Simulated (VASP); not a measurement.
Method: PBE GGA, VASP's PBE PAW potentials (set 64) (plane waves; VASP).

A VASP calculation is set up with these files.

### POSCAR
```
HfN
1
    0.0000000000     2.2194951012     2.2194951012
    2.2194951012     0.0000000000     2.2194951012
    2.2194951012     2.2194951012     0.0000000000
Hf N
1 1
Direct
  0.0000000000   0.0000000000   0.0000000000
  0.5000000000   0.5000000000   0.5000000000
```

File KPOINTS:
```
Automatic
0
G
14 14 14
```

INCAR:
```
! general
SYSTEM =HfN
PREC   =Accurate
ENCUT  =620
LREAL  =.FALSE.
LASPH  =.TRUE.

! electronic loop
EDIFF  =1E-6
NELM   =100
ALGO   =Normal
LMAXMIX=6

! smearing
ISMEAR =1
SIGMA  =0.1

! functional
GGA    =PE

! ions
IBRION =2
NSW    =40
ISIF   =3
EDIFFG =-0.02
PSTRESS=300

! output
LWAVE  =.FALSE.
LCHARG =.FALSE.
```

POTCAR, in this order: Hf_pv N (PBE.64 set). Program: vasp_std.

Output

OSZICAR:
```
       N       E                     dE             d eps       ncg     rms          rms(c)
DAV:   1     0.485502019028E+02    0.48550E+02   -0.92234E+03  2288   0.149E+03
DAV:   2    -0.218825553770E+02   -0.70433E+02   -0.66445E+02  2926   0.297E+02
DAV:   3    -0.246468706661E+02   -0.27643E+01   -0.27094E+01  2956   0.523E+01
DAV:   4    -0.246765615190E+02   -0.29691E-01   -0.29394E-01  2797   0.510E+00
DAV:   5    -0.246771131894E+02   -0.55167E-03   -0.55079E-03  2955   0.527E-01    0.548E+01
DAV:   6    -0.217276357806E+02    0.29495E+01   -0.15023E+01  2747   0.300E+01    0.443E+01
DAV:   7    -0.216889977045E+02    0.38638E-01   -0.68151E-01  2615   0.773E+00    0.275E+01
DAV:   8    -0.216805537308E+02    0.84440E-02   -0.10065E-01  2711   0.319E+00    0.651E+00
DAV:   9    -0.216713502686E+02    0.92035E-02   -0.50967E-02  2756   0.168E+00    0.166E+00
DAV:  10    -0.216710032767E+02    0.34699E-03   -0.18164E-03  2681   0.405E-01    0.419E-01
DAV:  11    -0.216709963880E+02    0.68887E-05   -0.28090E-04  2806   0.150E-01    0.506E-02
DAV:  12    -0.216709934227E+02    0.29654E-05   -0.13680E-05  2699   0.391E-02    0.407E-02
DAV:  13    -0.216709929126E+02    0.51003E-06   -0.63673E-07  1552   0.916E-03
   1 F= -.17576471E+02 E0= -.17576331E+02  d E =-.175765E+02
       N       E                     dE             d eps       ncg     rms          rms(c)
DAV:   1    -0.216452080224E+02    0.25785E-01   -0.14798E+01  2288   0.410E+01    0.158E+01
DAV:   2    -0.212558768482E+02    0.38933E+00   -0.56345E-01  2381   0.795E+00    0.763E+00
DAV:   3    -0.211324308539E+02    0.12345E+00   -0.27944E-01  2507   0.555E+00    0.380E+00
DAV:   4    -0.211307472580E+02    0.16836E-02   -0.92315E-03  2847   0.104E+00    0.248E+00
DAV:   5    -0.211304642797E+02    0.28298E-03   -0.10945E-03  2749   0.311E-01    0.317E-01
DAV:   6    -0.211304603126E+02    0.39671E-05   -0.11888E-04  2876   0.125E-01    0.504E-02
DAV:   7    -0.211304570788E+02    0.32338E-05   -0.46574E-06  2721   0.245E-02    0.119E-02
DAV:   8    -0.211304559977E+02    0.10811E-05   -0.97319E-07  1495   0.870E-03    0.203E-03
DAV:   9    -0.211304559133E+02    0.84392E-07   -0.18670E-07  1399   0.710E-03
   2 F= -.17437787E+02 E0= -.17437672E+02  d E =0.138683E+00
       N       E                     dE             d eps       ncg     rms          rms(c)
DAV:   1    -0.218578114730E+02   -0.72736E+00   -0.79279E+00  2288   0.298E+01    0.117E+01
DAV:   2    -0.216502455728E+02    0.20757E+00   -0.33359E-01  2378   0.596E+00    0.580E+00
DAV:   3    -0.215835305943E+02    0.66715E-01   -0.15561E-01  2468   0.395E+00    0.298E+00
DAV:   4    -0.215828417546E+02    0.68884E-03   -0.60442E-03  2890   0.845E-01    0.181E+00
DAV:   5    -0.215825742015E+02    0.26755E-03   -0.10907E-03  2663   0.310E-01    0.196E-01
DAV:   6    -0.215825641598E+02    0.10042E-04   -0.93856E-05  2817   0.112E-01    0.507E-02
DAV:   7    -0.215825638921E+02    0.26771E-06   -0.33667E-06  2659   0.198E-02
   3 F= -.17595951E+02 E0= -.17595823E+02  d E =-.194809E-01
       N       E                     dE             d eps       ncg     rms          rms(c)
DAV:   1    -0.215797721567E+02    0.27920E-02   -0.71270E-04  2348   0.279E-01    0.104E-01
DAV:   2    -0.215797529276E+02    0.19229E-04   -0.31154E-05  2423   0.563E-02    0.498E-02
DAV:   3    -0.215797473308E+02    0.55968E-05   -0.13044E-05  2477   0.365E-02    0.270E-02
DAV:   4    -0.215797474304E+02   -0.99561E-07   -0.53379E-07  1423   0.827E-03
   4 F= -.17595968E+02 E0= -.17595839E+02  d E =-.194978E-01
```

File OUTCAR:
```
------------------------ aborting loop because EDIFF is reached ----------------------------------------
  FORCE on cell =-STRESS in cart. coord.  units (eV):
  Direction    XX          YY          ZZ          XY          YZ          ZX
  --------------------------------------------------------------------------------------
  Total        3.9802064      3.9802064      3.9802064      0.0000000      0.0000000     -0.0000000
  in kB      299.7309602    299.7309602    299.7309602      0.0000000      0.0000000     -0.0000000
  external PRESSURE =      -0.2690398 kB  Pullay stress =     300.0000000 kB
  volume of cell :       21.28
      direct lattice vectors                 reciprocal lattice vectors
     0.000000000  2.199301941  2.199301941    -0.227344864  0.227344864  0.227344864
     2.199301941  0.000000000  2.199301941     0.227344864 -0.227344864  0.227344864
     2.199301941  2.199301941  0.000000000     0.227344864  0.227344864 -0.227344864
 POSITION                                       TOTAL-FORCE (eV/Angst)
 -----------------------------------------------------------------------------------
      2.19930      4.39860      2.19930         0.000000     -0.000000     -0.000000
      2.19930      2.19930      2.19930         0.000000      0.000000      0.000000
 -----------------------------------------------------------------------------------
    total drift:                                0.000000      0.000000      0.000000
  FREE ENERGIE OF THE ION-ELECTRON SYSTEM (eV)
  ---------------------------------------------------
  free  energy   TOTEN  =       -21.5797474304 eV

  energy  without entropy=      -21.5793606717  energy(sigma->0) =      -21.57961851
  enthalpy is  TOTEN    =       -17.5959684045 eV   P V=        3.9837790259

 reached required accuracy - stopping structural energy minimisation
```
(Selected blocks of OUTCAR.)

### CONTCAR
```
HfN
   1.00000000000000
     0.0000000000000000    2.1993019414069708    2.1993019414069708
     2.1993019414069708    0.0000000000000000    2.1993019414069708
     2.1993019414069708    2.1993019414069708    0.0000000000000000
  Hf              N
     1     1
Direct
     1.0000000000000000    0.0000000000000000    1.0000000000000000
     0.5000000000000000    0.5000000000000000    0.5000000000000000
```

Energy and stress use the plane-wave basis of the starting cell.

The compound is HfN in the rock salt structure. This run relaxes it under an external pressure of 30 GPa. Symmetry was kept, so distortions that lower it aren't found. The electron count is odd and the run is not spin-polarised, which forces a metal.
